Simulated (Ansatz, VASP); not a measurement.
# Al5W (Al5W (P6_322)) in two plane-wave programs, part 2 of 2

One calculation is typed for both programs; each brings its own data sets. How far apart do they land? The cell is taken from a series of runs on this material, whose earlier steps may have relaxed, scaled, displaced or heated it; both programs get it as it stands.

VASP 6.6.1 and Ansatz 0.2.0.

So far: Set-up; Ansatz: relaxation of cell and atoms, PBEsol.

## 3. VASP: relaxation of cell and atoms, PBEsol

Level of this step: PBEsol; plane waves and PAW (Al, W) (VASP).

The same cell, functional, mesh and smearing now go to VASP, with its own data sets.

Lines of VASP's logs that name or quote its potential files are left out, and so is its time.

File INCAR:

```
SYSTEM = Al5W
PREC = Accurate
ENCUT = 600
EDIFF = 1E-07
NELM = 120
ISMEAR = -1
SIGMA = 0.05
LREAL = .FALSE.
ALGO = Normal
GGA = PS
NBANDS = 33
LASPH = .TRUE.
LORBIT = 11
LWAVE = .FALSE.
LCHARG = .FALSE.
ISIF = 3
IBRION = 2
NSW = 80
EDIFFG = -0.005
GGA_COMPAT = .FALSE.
NELMIN = 4
KPAR = 2
```

File POSCAR:

```
Al5W
1.0
    4.8637100000      0.0000000000      0.0000000000
   -2.4318550000      4.2120960000      0.0000000000
    0.0000000000      0.0000000000      8.8321730000
Al W
10 2
Direct
    0.0000000000      0.0000000000      0.7500000283
    0.0000000000      0.0000000000      0.2499999717
    0.3333333333      0.6666666667      0.7500000283
    0.6666666667      0.3333333333      0.2499999717
    0.3374873932      0.3374875596      0.0000000000
    0.0000001664      0.3374875596      0.5000000566
    0.3374874324      0.0000000000      0.5000000566
    0.6625125676      0.0000000000      0.0000000000
    0.0000001579      0.6625126778      0.0000000000
    0.6625125199      0.6625126778      0.5000000566
    0.3333333333      0.6666666667      0.2499999717
    0.6666666667      0.3333333333      0.7500000283
```

File KPOINTS:

```
Automatic mesh
0
Gamma
9 9 5
0 0 0
```

PAW data sets: Al and W (PBE family, release 64).

The run is started by

```
mpirun -np 2 vasp_std
```

Numbers of over 12 decimals in the logs are rounded to 6 here.

Output:

```text
[banner, memory and clock lines left out]
running    2 mpi-ranks, on    1 nodes
 distrk:  each k-point on    1 cores,    2 groups
 distr:  one band on    1 cores,    1 groups

 POSCAR found type information on POSCAR AlW
 POSCAR found :  2 types and      12 ions
|                                                                             |
|               ----> ADVICE to this user running VASP <----                  |
|                                                                             |
|     You enforced a specific xc type in the INCAR file but a different       |
|     [... a line on the potential file left out ...]
|     I HOPE YOU KNOW WHAT YOU ARE DOING!                                     |
|                                                                             |

 LDA part: xc-table for (Slater+PW92), standard interpolation
 POSCAR, INCAR and KPOINTS ok, starting setup
 FFT: planning ... GRIDC
 FFT: planning ... GRID_SOFT
 FFT: planning ... GRID
 WAVECAR not read
 entering main loop
       N       E                     dE             d eps       ncg     rms          rms(c)
DAV:   1     0.742699423491E+02    0.74270E+02   -0.17497E+04  2376   0.120E+03
DAV:   2    -0.623662378239E+02   -0.13664E+03   -0.12721E+03  2811   0.185E+02
DAV:   3    -0.722529464950E+02   -0.98867E+01   -0.94742E+01  3264   0.434E+01
DAV:   4    -0.725086463173E+02   -0.25570E+00   -0.25462E+00  2992   0.730E+00
DAV:   5    -0.725136550930E+02   -0.50088E-02   -0.50064E-02  3206   0.122E+00    0.278E+01
DAV:   6    -0.711465879492E+02    0.13671E+01   -0.64740E+00  3563   0.921E+00    0.103E+01
DAV:   7    -0.708134460158E+02    0.33314E+00   -0.33349E+00  3254   0.749E+00    0.828E+00
DAV:   8    -0.705218710623E+02    0.29157E+00   -0.69584E-01  3283   0.390E+00    0.486E-01
DAV:   9    -0.705226156557E+02   -0.74459E-03   -0.55057E-02  3104   0.954E-01    0.431E-01
DAV:  10    -0.705216942338E+02    0.92142E-03   -0.13641E-03  2878   0.182E-01    0.305E-01
DAV:  11    -0.705213189062E+02    0.37533E-03   -0.12814E-03  3056   0.122E-01    0.892E-02
DAV:  12    -0.705213034256E+02    0.15481E-04   -0.10243E-04  2839   0.390E-02    0.296E-02
DAV:  13    -0.705213036965E+02   -0.27086E-06   -0.67331E-06  3245   0.117E-02    0.122E-02
DAV:  14    -0.705213035649E+02    0.13160E-06   -0.41302E-06  3191   0.809E-03    0.778E-03
DAV:  15    -0.705213031058E+02    0.45910E-06   -0.89326E-07  3151   0.394E-03    0.144E-03
DAV:  16    -0.705213030788E+02    0.26995E-07   -0.50279E-08  1565   0.991E-04
   1 F= -.70521303E+02 E0= -.70513937E+02  d E =-.705213E+02
[...]
2 F= -.70522605E+02 E0= -.70515241E+02  d E =-.130176E-02
[...]
3 F= -.70522829E+02 E0= -.70515465E+02  d E =-.152602E-02
[...]
4 F= -.70523118E+02 E0= -.70515783E+02  d E =-.288545E-03
[...]
5 F= -.70523118E+02 E0= -.70515785E+02  d E =-.289372E-03
[...]
6 F= -.70523180E+02 E0= -.70515854E+02  d E =-.614632E-04
 trial-energy change:   -0.000061  1 .order   -0.000061   -0.000085   -0.000037
 step:   1.6972(harm=  1.6972)  dis= 0.00151  next Energy=   -70.523194 (dE=-0.760E-04)
 bond charge predicted
       N       E                     dE             d eps       ncg     rms          rms(c)
DAV:   1    -0.705231971214E+02   -0.17115E-04   -0.41368E-04  2421   0.914E-02    0.121E-02
DAV:   2    -0.705231953908E+02    0.17306E-05   -0.20217E-05  3142   0.234E-02    0.524E-03
DAV:   3    -0.705231949849E+02    0.40592E-06   -0.15270E-06  3000   0.624E-03    0.283E-03
DAV:   4    -0.705231948021E+02    0.18277E-06   -0.28094E-07  2607   0.222E-03    0.150E-03
DAV:   5    -0.705231947498E+02    0.52307E-07   -0.45413E-08  1344   0.109E-03
   7 F= -.70523195E+02 E0= -.70515875E+02  d E =-.762742E-04
 curvature:  -1.01 expect dE=-0.871E-06 dE for cont linesearch -0.752E-09
 trial: gam= 0.01147 g(F)=  0.717E-08 g(S)=  0.853E-06 ort = 0.282E-06 (trialstep = 0.110E+01)
 search vector abs. value=  0.881E-06
 reached required accuracy - stopping structural energy minimisation
```

Parts of OUTCAR (step 3):

```text
ion  position               nearest neighbor table
   1  0.000  0.000  0.750-   9 2.75  10 2.75   7 2.75   8 2.75   5 2.75   6 2.75   3 2.81  12 2.81
                            12 2.81   3 2.81  12 2.81   3 2.81
   2  0.000  0.000  0.250-   9 2.75   8 2.75   5 2.75  10 2.75   7 2.75   6 2.75  11 2.81   4 2.81
                            11 2.81   4 2.81   4 2.81  11 2.81
   3  0.333  0.667  0.750-   6 2.73   5 2.73   9 2.73  10 2.73   7 2.73   8 2.73  12 2.81   1 2.81
                             1 2.81  12 2.81   1 2.81  12 2.81
   4  0.667  0.333  0.250-   8 2.73   5 2.73   9 2.73   7 2.73   6 2.73  10 2.73  11 2.81   2 2.81
                             2 2.81  11 2.81   2 2.81  11 2.81
   5  0.337  0.337  0.000-   3 2.73  11 2.73   4 2.73  12 2.73   1 2.75   2 2.75   9 2.79   8 2.79
                             8 2.79   9 2.79   8 2.84   9 2.84
   6  0.000  0.337  0.500-   3 2.73  12 2.73  11 2.73   4 2.73   1 2.75   2 2.75  10 2.79   7 2.79
                             7 2.79  10 2.79   7 2.84  10 2.84
   7  0.337  0.000  0.500-   3 2.73  12 2.73  11 2.73   4 2.73   1 2.75   2 2.75   6 2.79  10 2.79
                            10 2.79   6 2.79   6 2.84  10 2.84
   8  0.663  0.000  0.000-   4 2.73  12 2.73  11 2.73   3 2.73   1 2.75   2 2.75   5 2.79   9 2.79
                             9 2.79   5 2.79   5 2.84   9 2.84
   9  0.000  0.663  0.000-   3 2.73  11 2.73   4 2.73  12 2.73   1 2.75   2 2.75   5 2.79   8 2.79
                             8 2.79   5 2.79   5 2.84   8 2.84
  10  0.663  0.663  0.500-   3 2.73  12 2.73  11 2.73   4 2.73   1 2.75   2 2.75   6 2.79   7 2.79
                             7 2.79   6 2.79   6 2.84   7 2.84
  11  0.333  0.667  0.250-   5 2.73   9 2.73   8 2.73   6 2.73  10 2.73   7 2.73   4 2.81   2 2.81
                             2 2.81   4 2.81   2 2.81   4 2.81
  12  0.667  0.333  0.750-   8 2.73   7 2.73   6 2.73   5 2.73   9 2.73  10 2.73   3 2.81   1 2.81
                             1 2.81   3 2.81   1 2.81   3 2.81

  LATTYP: Found a hexagonal cell.
 ALAT       =     4.8637100000
 C/A-ratio  =     1.8159333102

 Subroutine GETGRP returns: Found 12 space group operations
 (whereof  6 operations were pure point group operations)

The static configuration has the point symmetry D_3 .
 The point group associated with its full space group is D_6 .

 Found     36 irreducible k-points:

   k-points           NKPTS =     36   k-points in BZ     NKDIM =     36   number of bands    NBANDS=     33

   dimension x,y,z NGX =    40 NGY =   40 NGZ =   72
   dimension x,y,z NGXF=    80 NGYF=   80 NGZF=  144

   ENCUT  =  600.0 eV  44.10 Ry    6.64 a.u.   9.71  9.71 17.64*2*pi/ulx,y,z

   NELECT =      42.0000    total number of electrons

 k-points in reciprocal lattice and weights: Automatic mesh
   0.00000000  0.00000000  0.00000000       0.002
   0.11111111  0.00000000  0.00000000       0.015
   0.22222222  0.00000000  0.00000000       0.015
   0.33333333  0.00000000  0.00000000       0.015
   0.44444444  0.00000000  0.00000000       0.015
   0.11111111  0.11111111  0.00000000       0.015
   0.22222222  0.11111111  0.00000000       0.030
   0.33333333  0.11111111  0.00000000       0.030
   0.44444444  0.11111111  0.00000000       0.015
[...]
0.33333333  0.22222222  0.40000000       0.059
   0.33333333  0.33333333  0.40000000       0.010

 average (electrostatic) potential at core
       1 -71.4748       2 -71.4748       3 -71.2664       4 -71.2663       5 -71.4520
       6 -71.4520       7 -71.4520       8 -71.4520       9 -71.4520      10 -71.4520
      11 -36.2989      12 -36.2989

 E-fermi :   8.5093

 k-point     1 :       0.0000    0.0000    0.0000
  band No.  band energies     occupation
    ...
     20       7.4823      2.00000
     21       7.8639      2.00000
     22       7.8639      2.00000
     23       8.4888      1.20169
     24       8.4888      1.20169
     25       9.0768      0.00002
     26       9.9932      0.00000
     27       9.9932      0.00000
     28      10.2492      0.00000
     29      11.2616      0.00000
    ...

 k-point     2 :       0.1111    0.0000    0.0000
  band No.  band energies     occupation
    ...
     18       6.8497      2.00000
     19       7.0598      2.00000
     20       7.3631      2.00000
     21       7.8683      1.99999
     22       7.9023      1.99999
     23       8.5793      0.39580
     24       8.8786      0.00124
     25       9.4872      0.00000
     26      10.0714      0.00000
     27      10.1402      0.00000
    ...

 k-point     3 :       0.2222    0.0000    0.0000
  band No.  band energies     occupation
    ...
     17       6.8367      2.00000
     18       7.1162      2.00000
     19       7.3886      2.00000
     20       7.4380      2.00000
     21       7.7932      2.00000
     22       8.6794      0.06442
     23       8.9658      0.00022
     24       9.7132      0.00000
     25       9.9617      0.00000
     26      10.2236      0.00000
    ...

  Total       -0.0098955     -0.0098955     -0.0040472      0.0000000      0.0000000      0.0000000
  in kB       -0.0873255     -0.0873255     -0.0357158      0.0000000      0.0000000      0.0000000
  external PRESSURE =      -0.0701223 kB  Pullay stress =       0.0000000 kB

  energy-cutoff  :      600.00
  volume of cell :      181.55
      direct lattice vectors                 reciprocal lattice vectors
     4.874432368  0.000000000 -0.000000000     0.205152092  0.118444628  0.000000000
    -2.437216184  4.221381840 -0.000000000    -0.000000000  0.236889255  0.000000000
     0.000000000 -0.000000000  8.823232527     0.000000000  0.000000000  0.113337147

 POSITION                                       TOTAL-FORCE (eV/Angst)
 -----------------------------------------------------------------------------------
      0.00000     -0.00000      6.61742         0.000000     -0.000000      0.000000
      0.00000      0.00000      2.20581         0.000000     -0.000000      0.000000
     -0.00000      2.81425      6.61742         0.000000     -0.000000     -0.000000
      2.43722      1.40713      2.20581         0.000000     -0.000000     -0.000000
      0.82452      1.42811     -0.00000         0.000079      0.000136      0.000000
     -0.82452      1.42811      4.41162        -0.000079      0.000136      0.000000
      1.64904      0.00000      4.41162         0.000157     -0.000000      0.000000
      3.22540      0.00000      0.00000        -0.000157     -0.000000      0.000000
     -1.61270      2.79327     -0.00000         0.000079     -0.000136     -0.000000
      1.61270      2.79327      4.41162        -0.000079     -0.000136     -0.000000
     -0.00000      2.81425      2.20581         0.000000     -0.000000     -0.000000
      2.43722      1.40713      6.61742         0.000000     -0.000000      0.000000
 -----------------------------------------------------------------------------------
    total drift:                               -0.000000      0.000050      0.000014

  FREE ENERGIE OF THE ION-ELECTRON SYSTEM (eV)
  ---------------------------------------------------
  free  energy   TOTEN  =       -70.5231947498 eV

  energy  without entropy=      -70.5085556955  energy(sigma->0) =      -70.51587522

 reached required accuracy - stopping structural energy minimisation

 total charge
# of ion       s       p       d       tot
------------------------------------------
    1        0.404   0.377   0.000   0.781
    2        0.404   0.377   0.000   0.781
    3        0.401   0.407   0.000   0.808
    4        0.401   0.407   0.000   0.808
    5        0.421   0.389   0.000   0.810
    6        0.421   0.389   0.000   0.810
    7        0.421   0.389   0.000   0.810
    8        0.421   0.389   0.000   0.810
    9        0.421   0.389   0.000   0.810
   10        0.421   0.389   0.000   0.810
   11        0.555   0.553   4.297   5.405
   12        0.555   0.553   4.297   5.405
--------------------------------------------------
tot          5.248   5.006   8.594  18.848

[... 3 further parts left out ...]
```

CONTCAR:

```
Al5W
   1.00000000000000
     4.8744323678576320    0.0000000000000000   -0.0000000000000000
    -2.4372161839288160    4.2213818401986867   -0.0000000000000000
     0.0000000000000000   -0.0000000000000000    8.8232325265038494
  Al              W
    10     2
Direct
     0.0000000000000000    0.0000000000000000    0.7500000283000006
     0.0000000000000000    0.0000000000000000    0.2499999716999994
     0.3333333332999970    0.6666666667000030    0.7500000283000006
     0.6666666667000030    0.3333333332999970    0.2499999716999994
     0.3383032871970890    0.3383034535970772    0.0000000000000000
     0.0000001663999881    0.3383034535970772    0.5000000566000011
     0.3383033263971038    0.0000000000000000    0.5000000566000011
     0.6616966736028964    0.0000000000000000    0.0000000000000000
     0.0000001579000085    0.6616967838029246    0.0000000000000000
     0.6616966259029090    0.6616967838029246    0.5000000566000011
     0.3333333332999970    0.6666666667000030    0.2499999716999994
     0.6666666667000030    0.3333333332999970    0.7500000283000006
```

The data set W keeps the semicore shell frozen, which is cheaper and a little less accurate. The run keeps the 12 symmetry operations of its start, so it cannot find a distortion of lower symmetry.

## 4. Side by side

Known differences besides the potentials themselves: the data sets hold 58 valence electrons in Ansatz (on its PAW soft_1 files) and 42 in VASP; the cutoff is 420 eV in Ansatz and 600 eV in VASP; Ansatz makes its cores anew for this functional, VASP keeps those of its PBE data sets; Ansatz adds a Pulay correction to the stress that steers its cell, VASP none. Total energies have different zeros and are not compared.

Both answers:

```
                                         quantity  Ansatz    VASP  difference
                                      volume (Å³)  181.75  181.55     +0.11 %
edge a after relaxation, in the typed setting (Å)   4.876   4.874     +0.04 %
edge c after relaxation, in the typed setting (Å)   8.826   8.823     +0.03 %
```

## 5. What came out

* difference in volume (relaxation of cell and atoms, PBEsol): 0.11 %

In words: The difference in volume is 0.11 % (relaxation of cell and atoms, PBEsol), within the 1.2 % picked in this series as the mark of a large difference, as far as the stopping tolerances let one tell. The data sets hold unlike numbers of valence electrons (58 in Ansatz and 42 in VASP), so part of the differences comes from the potentials. How closely two codes agree says nothing of how well the functional describes the real material.

[Lines on the potential files, build, host, timing and source positions are cut from VASP's logs without a mark.]

[Logs are printed without paths, hosts, clocks, repeated set-up lines and the standing remarks that a program may print on its own settings, such as how far it seeks lower states.]

[Hosts, paths, dates, database ids (printed as entryN), source tags and the programs' standing remarks are cut or masked in the printed files.]
